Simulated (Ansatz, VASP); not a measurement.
# Cross-check of Cs2LiYCl6 between VASP and Ansatz

Aim: how closely do two programs agree when they are given the same cell, functional and k mesh?

Main program and level: Ansatz 0.2.0; plane waves, with VASP 6.6.1 beside it; single point at LDA.

## Step 1: Set-up

The cell holds 80 atoms: 16 Cs, 8 Y, 48 Cl and 8 Li. Cell: a = 14.329 Å, b = 14.329 Å, c = 14.329 Å, α = 60.0°, β = 60.0°, γ = 60.0°. It derives from Cs2LiYCl6.

Coordinates:

```xyz
80
Lattice="0.0000 10.1318 10.1318 10.1318 0.0000 10.1318 10.1318 10.1318 0.0000" Properties=species:S:1:pos:R:3 pbc="T T T"
Cs    7.5988    7.5988    7.5988
Cs   12.6647   12.6647    7.5988
Cs   12.6647    7.5988   12.6647
Cs   17.7306   12.6647   12.6647
Cs    7.5988   12.6647   12.6647
Cs   12.6647   17.7306   12.6647
Cs   12.6647   12.6647   17.7306
Cs   17.7306   17.7306   17.7306
Cs    2.5329    2.5329    2.5329
Cs    7.5988    7.5988    2.5329
Cs    7.5988    2.5329    7.5988
Cs   12.6647    7.5988    7.5988
Cs    2.5329    7.5988    7.5988
Cs    7.5988   12.6647    7.5988
Cs    7.5988    7.5988   12.6647
Cs   12.6647   12.6647   12.6647
Y     0.0000    0.0000    0.0000
Y     5.0659    5.0659    0.0000
Y     5.0659    0.0000    5.0659
Y    10.1318    5.0659    5.0659
Y     0.0000    5.0659    5.0659
Y     5.0659   10.1318    5.0659
Y     5.0659    5.0659   10.1318
Y    10.1318   10.1318   10.1318
Cl    5.0659    5.0659    7.5492
Cl   10.1318   10.1318    7.5492
Cl   10.1318    5.0659   12.6151
Cl   15.1977   10.1318   12.6151
Cl    5.0659   10.1318   12.6151
Cl   10.1318   15.1977   12.6151
Cl   10.1318   10.1318   17.6810
Cl   15.1977   15.1977   17.6810
Cl    5.0659    5.0659    2.5826
Cl   10.1318   10.1318    2.5826
Cl   10.1318    5.0659    7.6485
Cl   15.1977   10.1318    7.6485
Cl    5.0659   10.1318    7.6485
Cl   10.1318   15.1977    7.6485
Cl   10.1318   10.1318   12.7144
Cl   15.1977   15.1977   12.7144
Cl    5.0659    7.5492    5.0659
Cl   10.1318   12.6151    5.0659
Cl   10.1318    7.5492   10.1318
Cl   15.1977   12.6151   10.1318
Cl    5.0659   12.6151   10.1318
Cl   10.1318   17.6810   10.1318
Cl   10.1318   12.6151   15.1977
Cl   15.1977   17.6810   15.1977
Cl    7.5492    5.0659    5.0659
Cl   12.6151   10.1318    5.0659
Cl   12.6151    5.0659   10.1318
Cl   17.6810   10.1318   10.1318
Cl    7.5492   10.1318   10.1318
Cl   12.6151   15.1977   10.1318
Cl   12.6151   10.1318   15.1977
Cl   17.6810   15.1977   15.1977
Cl    5.0659    2.5826    5.0659
Cl   10.1318    7.6485    5.0659
Cl   10.1318    2.5826   10.1318
Cl   15.1977    7.6485   10.1318
Cl    5.0659    7.6485   10.1318
Cl   10.1318   12.7144   10.1318
Cl   10.1318    7.6485   15.1977
Cl   15.1977   12.7144   15.1977
Cl    2.5826    5.0659    5.0659
Cl    7.6485   10.1318    5.0659
Cl    7.6485    5.0659   10.1318
Cl   12.7144   10.1318   10.1318
Cl    2.5826   10.1318   10.1318
Cl    7.6485   15.1977   10.1318
Cl    7.6485   10.1318   15.1977
Cl   12.7144   15.1977   15.1977
Li    5.0659    5.0659    5.0659
Li   10.1318   10.1318    5.0659
Li   10.1318    5.0659   10.1318
Li   15.1977   10.1318   10.1318
Li    5.0659   10.1318   10.1318
Li   10.1318   15.1977   10.1318
Li   10.1318   10.1318   15.1977
Li   15.1977   15.1977   15.1977
```

## Step 2: VASP: single point, LDA

A single point gives forces, pressure and levels at one fixed geometry, so differences don't come from the geometry; what else differs is listed under the comparison.

Lines of VASP's logs that name or quote its potential files are left out, and so is its time.

Contents of INCAR:

```
SYSTEM = Cs2LiYCl6
PREC = Normal
ENCUT = 300
EDIFF = 1E-05
NELM = 120
ISMEAR = 0
SIGMA = 0.05
LREAL = Auto
ALGO = Fast
GGA = CA
LORBIT = 11
LWAVE = .FALSE.
LCHARG = .FALSE.
```

Contents of POSCAR:

```
Cs2LiYCl6
1.0
    0.0000000000     10.1317993904     10.1317993904
   10.1317993904      0.0000000000     10.1317993904
   10.1317993904     10.1317993904      0.0000000000
Cs Y Cl Li
16 8 48 8
Direct
    0.3750000000      0.3750000000      0.3750000000
    0.3750000000      0.3750000000      0.8750000000
    0.3750000000      0.8750000000      0.3750000000
    0.3750000000      0.8750000000      0.8750000000
    0.8750000000      0.3750000000      0.3750000000
    0.8750000000      0.3750000000      0.8750000000
    0.8750000000      0.8750000000      0.3750000000
    0.8750000000      0.8750000000      0.8750000000
    0.1250000000      0.1250000000      0.1250000000
    0.1250000000      0.1250000000      0.6250000000
    0.1250000000      0.6250000000      0.1250000000
    0.1250000000      0.6250000000      0.6250000000
    0.6250000000      0.1250000000      0.1250000000
    0.6250000000      0.1250000000      0.6250000000
    0.6250000000      0.6250000000      0.1250000000
    0.6250000000      0.6250000000      0.6250000000
    0.0000000000      0.0000000000      0.0000000000
    0.0000000000      0.0000000000      0.5000000000
    0.0000000000      0.5000000000      0.0000000000
    0.0000000000      0.5000000000      0.5000000000
    0.5000000000      0.0000000000      0.0000000000
    0.5000000000      0.0000000000      0.5000000000
    0.5000000000      0.5000000000      0.0000000000
    0.5000000000      0.5000000000      0.5000000000
    0.3725490508      0.3725490508      0.1274509492
    0.3725490508      0.3725490508      0.6274509492
    0.3725490508      0.8725490508      0.1274509492
    0.3725490508      0.8725490508      0.6274509492
    0.8725490508      0.3725490508      0.1274509492
    0.8725490508      0.3725490508      0.6274509492
    0.8725490508      0.8725490508      0.1274509492
    0.8725490508      0.8725490508      0.6274509492
    0.1274509492      0.1274509492      0.3725490508
    0.1274509492      0.1274509492      0.8725490508
    0.1274509492      0.6274509492      0.3725490508
    0.1274509492      0.6274509492      0.8725490508
    0.6274509492      0.1274509492      0.3725490508
    0.6274509492      0.1274509492      0.8725490508
    0.6274509492      0.6274509492      0.3725490508
    0.6274509492      0.6274509492      0.8725490508
    0.3725490508      0.1274509492      0.3725490508
    0.3725490508      0.1274509492      0.8725490508
    0.3725490508      0.6274509492      0.3725490508
    0.3725490508      0.6274509492      0.8725490508
    0.8725490508      0.1274509492      0.3725490508
    0.8725490508      0.1274509492      0.8725490508
    0.8725490508      0.6274509492      0.3725490508
    0.8725490508      0.6274509492      0.8725490508
    0.1274509492      0.3725490508      0.3725490508
    0.1274509492      0.3725490508      0.8725490508
    0.1274509492      0.8725490508      0.3725490508
    0.1274509492      0.8725490508      0.8725490508
    0.6274509492      0.3725490508      0.3725490508
    0.6274509492      0.3725490508      0.8725490508
    0.6274509492      0.8725490508      0.3725490508
    0.6274509492      0.8725490508      0.8725490508
    0.1274509492      0.3725490508      0.1274509492
    0.1274509492      0.3725490508      0.6274509492
    0.1274509492      0.8725490508      0.1274509492
    0.1274509492      0.8725490508      0.6274509492
    0.6274509492      0.3725490508      0.1274509492
    0.6274509492      0.3725490508      0.6274509492
    0.6274509492      0.8725490508      0.1274509492
    0.6274509492      0.8725490508      0.6274509492
    0.3725490508      0.1274509492      0.1274509492
    0.3725490508      0.1274509492      0.6274509492
    0.3725490508      0.6274509492      0.1274509492
    0.3725490508      0.6274509492      0.6274509492
    0.8725490508      0.1274509492      0.1274509492
    0.8725490508      0.1274509492      0.6274509492
    0.8725490508      0.6274509492      0.1274509492
    0.8725490508      0.6274509492      0.6274509492
    0.2500000000      0.2500000000      0.2500000000
    0.2500000000      0.2500000000      0.7500000000
    0.2500000000      0.7500000000      0.2500000000
    0.2500000000      0.7500000000      0.7500000000
    0.7500000000      0.2500000000      0.2500000000
    0.7500000000      0.2500000000      0.7500000000
    0.7500000000      0.7500000000      0.2500000000
    0.7500000000      0.7500000000      0.7500000000
```

Contents of KPOINTS:

```
Automatic mesh
0
Gamma
1 1 1
0 0 0
```

PAW data sets: Cs_sv, Y_sv, Cl and Li (LDA family, release 64).

The run is started by

```bash
export OMP_NUM_THREADS=5
mpirun -np 1 vasp_gam
```

Numbers of over 12 decimals in the logs are rounded to 6 here.

Log:

```text
[banner, memory and clock lines left out]
running    1 mpi-ranks, on    1 nodes
[...]
Offloading initialized ...    1 GPUs detected
[...]
LDA part: xc-table for (Slater(with rela. corr.)+CA(PZ))
 , standard interpolation
 POSCAR, INCAR and KPOINTS ok, starting setup
[...]
entering main loop
       N       E                     dE             d eps       ncg     rms          rms(c)
DAV:   1     0.531544080653E+04    0.53154E+04   -0.20882E+05   690   0.102E+03
DAV:   2     0.333378866006E+03   -0.49821E+04   -0.47670E+04  1035   0.287E+02
DAV:   3    -0.357969268679E+03   -0.69135E+03   -0.68744E+03   804   0.111E+02
DAV:   4    -0.385489571692E+03   -0.27520E+02   -0.27474E+02   884   0.227E+01
[...]
RMM:  22    -0.371284715294E+03    0.36700E-04   -0.51598E-05   820   0.838E-03    0.409E-01
RMM:  23    -0.371284678221E+03    0.37072E-04   -0.88224E-05   960   0.102E-02    0.175E-01
RMM:  24    -0.371284671558E+03    0.66636E-05   -0.35959E-05   649   0.670E-03
   1 F= -.37128467E+03 E0= -.37128467E+03  d E =-.578674E-19
```

From OUTCAR (step 2):

```text
  FREE ENERGIE OF THE ION-ELECTRON SYSTEM (eV)
  ---------------------------------------------------
  free  energy   TOTEN  =      -371.2846715579 eV

  energy  without entropy=     -371.2846715579  energy(sigma->0) =     -371.28467156

[... 1 further part left out ...]
```

The run ends at a pressure of -0.05 GPa, with forces up to 0.034 eV/Å.

[end of part 1 of 2]

[Lines on the potential files, build, host, timing and source positions are cut from VASP's logs without a mark.]

[Logs are printed without paths, hosts, clocks, repeated set-up lines and the standing remarks that a program may print on its own settings, such as how far it seeks lower states.]

[Hosts, paths, dates, database ids (printed as entryN), source tags and the programs' standing remarks are cut or masked in the printed files.]
